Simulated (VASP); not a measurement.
OSZICAR of a VASP run on VC31Si31:

### OSZICAR
```
       N       E                     dE             d eps       ncg     rms          rms(c)
DAV:   1    -0.555121496936E+03   -0.55512E+03   -0.10026E+01   680   0.843E+00    0.147E+01
DAV:   2    -0.555243187174E+03   -0.12169E+00   -0.12527E+00   744   0.270E+00    0.105E+01
DAV:   3    -0.555222995292E+03    0.20192E-01   -0.24247E-01   752   0.227E+00    0.642E+00
DAV:   4    -0.555232616000E+03   -0.96207E-02   -0.62940E-02   748   0.579E-01    0.374E+00
DAV:   5    -0.555236316462E+03   -0.37005E-02   -0.40612E-02   824   0.411E-01    0.217E+00
DAV:   6    -0.555240054380E+03   -0.37379E-02   -0.18525E-02   776   0.359E-01    0.132E+00
DAV:   7    -0.555245085496E+03   -0.50311E-02   -0.14458E-02   784   0.154E-01    0.806E-01
DAV:   8    -0.555250097625E+03   -0.50121E-02   -0.15130E-02   784   0.131E-01    0.552E-01
DAV:   9    -0.555255104421E+03   -0.50068E-02   -0.13894E-02   792   0.155E-01    0.444E-01
DAV:  10    -0.555260069840E+03   -0.49654E-02   -0.13851E-02   784   0.141E-01    0.400E-01
DAV:  11    -0.555264913557E+03   -0.48437E-02   -0.13783E-02   804   0.133E-01    0.384E-01
DAV:  12    -0.555269593214E+03   -0.46797E-02   -0.13229E-02   800   0.135E-01    0.377E-01
DAV:  13    -0.555274078715E+03   -0.44855E-02   -0.12750E-02   804   0.132E-01    0.371E-01
DAV:  14    -0.555278344648E+03   -0.42659E-02   -0.12177E-02   808   0.129E-01    0.364E-01
DAV:  15    -0.555282371467E+03   -0.40268E-02   -0.11487E-02   804   0.127E-01    0.357E-01
DAV:  16    -0.555286146897E+03   -0.37754E-02   -0.10769E-02   804   0.123E-01    0.348E-01
DAV:  17    -0.555289663406E+03   -0.35165E-02   -0.10023E-02   804   0.119E-01    0.338E-01
DAV:  18    -0.555292918352E+03   -0.32549E-02   -0.92621E-03   796   0.115E-01    0.326E-01
DAV:  19    -0.555295913837E+03   -0.29955E-02   -0.85100E-03   804   0.110E-01    0.315E-01
DAV:  20    -0.555298655891E+03   -0.27421E-02   -0.77776E-03   800   0.106E-01    0.302E-01
DAV:  21    -0.555301153231E+03   -0.24973E-02   -0.70694E-03   804   0.101E-01    0.290E-01
DAV:  22    -0.555303417388E+03   -0.22642E-02   -0.63982E-03   796   0.969E-02    0.277E-01
DAV:  23    -0.555305461480E+03   -0.20441E-02   -0.57635E-03   796   0.918E-02    0.264E-01
DAV:  24    -0.555307300004E+03   -0.18385E-02   -0.51760E-03   792   0.870E-02    0.251E-01
DAV:  25    -0.555308947717E+03   -0.16477E-02   -0.46289E-03   804   0.824E-02    0.238E-01
DAV:  26    -0.555310419728E+03   -0.14720E-02   -0.41299E-03   800   0.779E-02    0.226E-01
DAV:  27    -0.555311730997E+03   -0.13113E-02   -0.36710E-03   796   0.736E-02    0.214E-01
DAV:  28    -0.555312896054E+03   -0.11651E-02   -0.32585E-03   800   0.694E-02    0.202E-01
DAV:  29    -0.555313928736E+03   -0.10327E-02   -0.28823E-03   796   0.652E-02    0.190E-01
DAV:  30    -0.555314842069E+03   -0.91333E-03   -0.25470E-03   784   0.613E-02    0.179E-01
DAV:  31    -0.555315648391E+03   -0.80632E-03   -0.22445E-03   788   0.576E-02    0.168E-01
DAV:  32    -0.555316358955E+03   -0.71056E-03   -0.19764E-03   776   0.540E-02    0.158E-01
DAV:  33    -0.555316984186E+03   -0.62523E-03   -0.17367E-03   780   0.506E-02    0.149E-01
DAV:  34    -0.555317533535E+03   -0.54935E-03   -0.15249E-03   776   0.474E-02    0.139E-01
DAV:  35    -0.555318015559E+03   -0.48202E-03   -0.13363E-03   772   0.444E-02    0.131E-01
DAV:  36    -0.555318438083E+03   -0.42252E-03   -0.11709E-03   768   0.415E-02    0.122E-01
DAV:  37    -0.555318808027E+03   -0.36994E-03   -0.10239E-03   740   0.388E-02    0.115E-01
DAV:  38    -0.555319131673E+03   -0.32365E-03   -0.89560E-04   736   0.363E-02    0.107E-01
DAV:  39    -0.555319414533E+03   -0.28286E-03   -0.78185E-04   708   0.339E-02    0.100E-01
DAV:  40    -0.555319661614E+03   -0.24708E-03   -0.68305E-04   712   0.316E-02    0.938E-02
DAV:  41    -0.555319877282E+03   -0.21567E-03   -0.59558E-04   680   0.295E-02    0.876E-02
DAV:  42    -0.555320065424E+03   -0.18814E-03   -0.51967E-04   688   0.275E-02    0.819E-02
DAV:  43    -0.555320229445E+03   -0.16402E-03   -0.45245E-04   656   0.256E-02    0.764E-02
DAV:  44    -0.555320372376E+03   -0.14293E-03   -0.39470E-04   660   0.239E-02    0.714E-02
DAV:  45    -0.555320496911E+03   -0.12453E-03   -0.34337E-04   640   0.222E-02    0.666E-02
DAV:  46    -0.555320605337E+03   -0.10843E-03   -0.29900E-04   620   0.207E-02    0.622E-02
DAV:  47    -0.555320699705E+03   -0.94368E-04   -0.26015E-04   628   0.193E-02    0.580E-02
DAV:  48    -0.555320781815E+03   -0.82110E-04   -0.22619E-04   600   0.180E-02    0.541E-02
DAV:  49    -0.555320853257E+03   -0.71442E-04   -0.19713E-04   592   0.167E-02    0.505E-02
DAV:  50    -0.555320915387E+03   -0.62130E-04   -0.17111E-04   592   0.156E-02
   1 F= -.55532092E+03 E0= -.55532092E+03  d E =-.131853E-21  mag=     2.0000
```

Task: Which electronic solver shows in the log?

Result: It is blocked Davidson (ALGO = Normal, or the opening steps of other solvers). The INCAR had ALGO = Normal.

Task: How was spin treated?

Result: Collinear spin (ISPIN = 2): the summary line carries one mag value, 2.00 μB in the cell.

Task: Can the final energy be trusted as converged?

Result: The run did not converge; its last values are not results. It stopped with EDIFF = 1E-5, NELM = 50 (HSE06 screened hybrid, plane waves, VASP's PBE PAW potentials (set 64)).  The cell is charged, with a uniform compensating background. The supercell is sampled at Γ alone, which is coarse: total energies, pressure and levels can be off, energies of defects by several tenths of an eV.

The cell is a supercell with a defect, built from SiC (zinc blende): V_Si-vac_C, charge +1. The cell's shape comes from a PBE relaxation. The total moment is imposed (NUPDOWN), so this need not be the lowest spin state.
